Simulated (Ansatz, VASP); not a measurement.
One calculation of ZnCl4, two programs

```
CELL_PARAMETERS angstrom
-3.07326 3.07326 3.07326
3.07326 -3.07326 3.07326
3.07326 3.07326 -3.07326
ATOMIC_POSITIONS crystal
Zn 0.00000 0.00000 0.00000
Cl 0.00000 0.00000 0.50000
Cl 0.00000 0.50000 0.00000
Cl 0.50000 0.00000 0.00000
Cl 0.50000 0.50000 0.50000
```

Change from the starting cell: species swapped into the CrGa4 type (Im-3m, No. 229).

Alike in both runs: functional PBE; k mesh 8 × 8 × 8; occupations gaussian, width 0.1 eV; no spin polarisation.

Ansatz relaxed the structure, and its values are those at the end. VASP's run is a single point on that final structure, the one shown.

```csv
,VASP,Ansatz
version,VASP 6.6.1,Ansatz 0.2.0
potentials or method,"VASP PAW PBE potentials, release 64 (Zn, Cl)","scalar-relativistic, plane waves, PAW"
plane-wave cutoff (eV),520,420
valence electrons in the cell,40,40
```

```tsv
	VASP	Ansatz	Ansatz less VASP
gap on the k mesh at the Fermi level (eV)	none	none	-
pressure (GPa)	-0.1	0.0	+0.05
```

A gap of «none» marks a metal or a gap that the smearing closes. With one functional, cell and mesh, what is left measures potentials, basis and numerics.
